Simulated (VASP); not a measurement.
These are PBE GGA with spin-orbit coupling, VASP's PBE PAW potentials (set 64) (plane waves; VASP) values and carry that method's errors.

The input files of a VASP run:

**INCAR**
```
# general
SYSTEM       =Ir2Pt
PREC         =Accurate
ENCUT        =300   # plane-wave cut-off (eV)
LREAL        =.FALSE.
LASPH        =.TRUE.   # aspherical one-centre terms

# electronic loop
EDIFF        =1E-6   # SCF stop (eV)
NELM         =100
ALGO         =Normal   # blocked Davidson
LMAXMIX      =6   # l cut-off of mixed one-centre charges

# smearing
ISMEAR       =0   # Gaussian
SIGMA        =0.1

# functional
GGA          =PE
GGA_COMPAT   =.FALSE.

# spin
MAGMOM       =0.0 0.0 0.0 0.0 0.0 0.0 0.0 0.0 0.0
LSORBIT      =.TRUE.
LNONCOLLINEAR=.TRUE.

# ions
ISIF         =2   # forces and stress, cell fixed

# output
LWAVE        =.FALSE.
LCHARG       =.FALSE.
LORBIT       =11
```

### KPOINTS
```
Automatic
0
Gamma
9 9 9
0 0 0
```

### POSCAR
```
Ir2Pt
1
   -1.6437240000     1.6437240000     4.0230850000
    1.6437240000    -1.6437240000     4.0230850000
    1.6437240000     1.6437240000    -4.0230850000
Pt Ir
1 2
Direct
  0.0000000000   0.0000000000   0.0000000000
  0.3353000000   0.3353000000   0.0000000000
  0.6647000000   0.6647000000   0.0000000000
```

POTCAR, in this order: Pt Ir (PBE.64 set). Program: vasp_ncl.

Output

**OUTCAR**
```
 ion  position               nearest neighbor table
   1  0.000  0.000  0.000-   3 2.68   3 2.68   3 2.68   2 2.68   3 2.68   2 2.68   2 2.68   2 2.68
                             2 2.70   3 2.70
   2  0.335  0.335  0.000-   3 2.65   1 2.68   1 2.68   1 2.68   1 2.68   1 2.70   3 2.70   3 2.70
                             3 2.70   3 2.70
   3  0.665  0.665  0.000-   2 2.65   1 2.68   1 2.68   1 2.68   1 2.68   1 2.70   2 2.70   2 2.70
                             2 2.70   2 2.70
  LATTYP: Found a body centered tetragonal cell.
 ALAT       =     3.2874480000
 C/A-ratio  =     2.4475428965
 Subroutine PRICEL returns:
 Original cell was already a primitive cell.
 Subroutine GETGRP returns: Found 16 space group operations
The static configuration has the point symmetry D_4h.
The dynamic configuration has the point symmetry D_4h.
The overall configuration has the point symmetry D_4h.
 Subroutine INISYM returns: Found 16 space group operations
 Subroutine IBZKPT returns following result:
 Found     75 irreducible k-points:

 Following reciprocal coordinates:
            Coordinates               Weight
  0.000000  0.000000  0.000000      1.000000
  0.111111  0.000000  0.000000      8.000000
  0.222222  0.000000 -0.000000      8.000000
...
```

OSZICAR:
```
       N       E                     dE             d eps       ncg     rms          rms(c)
DAV:   1     0.189539750367E+03    0.18954E+03   -0.92221E+03  5472   0.982E+02
DAV:   2    -0.140984032128E+02   -0.20364E+03   -0.19458E+03  5608   0.363E+02
DAV:   3    -0.252725383238E+02   -0.11174E+02   -0.10412E+02  6524   0.825E+01
DAV:   4    -0.256402309598E+02   -0.36769E+00   -0.36484E+00  6248   0.153E+01
DAV:   5    -0.256499683860E+02   -0.97374E-02   -0.97318E-02  6256   0.232E+00    0.279E+01
DAV:   6    -0.244339840183E+02    0.12160E+01   -0.22874E+00  5736   0.150E+01    0.147E+01
DAV:   7    -0.242950615049E+02    0.13892E+00   -0.11614E+00  7272   0.144E+01    0.592E+00
DAV:   8    -0.242092084401E+02    0.85853E-01   -0.54995E-01  7580   0.974E+00    0.288E+00
DAV:   9    -0.241947305054E+02    0.14478E-01   -0.45381E-02  6612   0.284E+00    0.111E+00
DAV:  10    -0.241924907102E+02    0.22398E-02   -0.13800E-02  5620   0.148E+00    0.241E-01
DAV:  11    -0.241924323460E+02    0.58364E-04   -0.37367E-04  5624   0.198E-01    0.607E-02
DAV:  12    -0.241924389434E+02   -0.65974E-05   -0.41582E-05  5936   0.834E-02    0.451E-02
DAV:  13    -0.241924419653E+02   -0.30220E-05   -0.13283E-05  5508   0.346E-02    0.700E-03
DAV:  14    -0.241924421418E+02   -0.17642E-06   -0.46997E-07  2904   0.960E-03
   1 F= -.24192442E+02 E0= -.24184650E+02  d E =-.155840E-01  mag=    -0.0000     0.0000    -0.0000
```

### OUTCAR
```
------------------------ aborting loop because EDIFF is reached ----------------------------------------
  FORCE on cell =-STRESS in cart. coord.  units (eV):
  Direction    XX          YY          ZZ          XY          YZ          ZX
  --------------------------------------------------------------------------------------
  Total        4.7939807      4.7939807      2.9779230      0.0000000      0.0000000      0.0000000
  in kB      176.6566012    176.6566012    109.7354759      0.0000000      0.0000000      0.0000000
  external PRESSURE =     154.3495595 kB  Pullay stress =       0.0000000 kB
  volume of cell :       43.48
      direct lattice vectors                 reciprocal lattice vectors
    -1.643724000  1.643724000  4.023085000     0.000000000  0.304187321  0.124282733
     1.643724000 -1.643724000  4.023085000     0.304187321  0.000000000  0.124282733
     1.643724000  1.643724000 -4.023085000     0.304187321  0.304187321  0.000000000
 POSITION                                       TOTAL-FORCE (eV/Angst)
 -----------------------------------------------------------------------------------
      0.00000      0.00000      0.00000        -0.000000     -0.000000      0.000000
      0.00000      0.00000      2.69788        -0.000000     -0.000000     -0.685012
      0.00000      0.00000      5.34829         0.000000      0.000000      0.685012
 -----------------------------------------------------------------------------------
    total drift:                               -0.000000      0.000000      0.000000
  FREE ENERGIE OF THE ION-ELECTRON SYSTEM (eV)
  ---------------------------------------------------
  free  energy   TOTEN  =       -24.1924421418 eV

  energy  without entropy=      -24.1768581554  energy(sigma->0) =      -24.18465015

 total charge

# of ion       s       p       d       tot
------------------------------------------
    1        0.731   0.755   8.053   9.539
    2        0.662   0.688   6.972   8.322
    3        0.662   0.688   6.972   8.322
--------------------------------------------------
tot          2.055   2.131  21.996  26.182

 magnetization (x)

# of ion       s       p       d       tot
------------------------------------------
    1        0.000   0.000   0.000   0.000
    2        0.000   0.000  -0.000   0.000
    3        0.000   0.000  -0.000  -0.000
--------------------------------------------------
tot          0.000   0.000  -0.000  -0.000

 magnetization (y)

# of ion       s       p       d       tot
------------------------------------------
    1        0.000   0.000   0.000   0.000
    2        0.000  -0.000   0.000   0.000
    3       -0.000   0.000   0.000   0.000
--------------------------------------------------
tot         -0.000   0.000   0.000   0.000

 magnetization (z)

# of ion       s       p       d       tot
------------------------------------------
    1       -0.000  -0.000   0.000  -0.000
    2        0.000   0.000   0.000   0.000
    3        0.000   0.000   0.000   0.000
--------------------------------------------------
tot         -0.000  -0.000   0.000  -0.000

 Ion:    1  E_soc:     -0.7181577

 Ion:    2  E_soc:     -0.8252899

 Ion:    3  E_soc:     -0.8252899
```
(Selected blocks of OUTCAR.)

At this cut-off the stress carries a Pulay error, which pulls relaxed volumes low.

The structure was generated: Ir2Pt was put into an ordered model structure, which need not be its known phase. The cell was not relaxed at this level. The k-mesh is coarse (spacing up to 0.30 per Å, 2π included), so the numbers may not be converged in it. The run is one of a series of settings (GGA_COMPAT = .FALSE., LNONCOLLINEAR = .TRUE., LSORBIT = .TRUE., MAGMOM = 0.0 0.0 0.0 0.0 0.0 0.0 0.0 0.0 0.0, program vasp_ncl against the base run), some of them coarse on purpose.
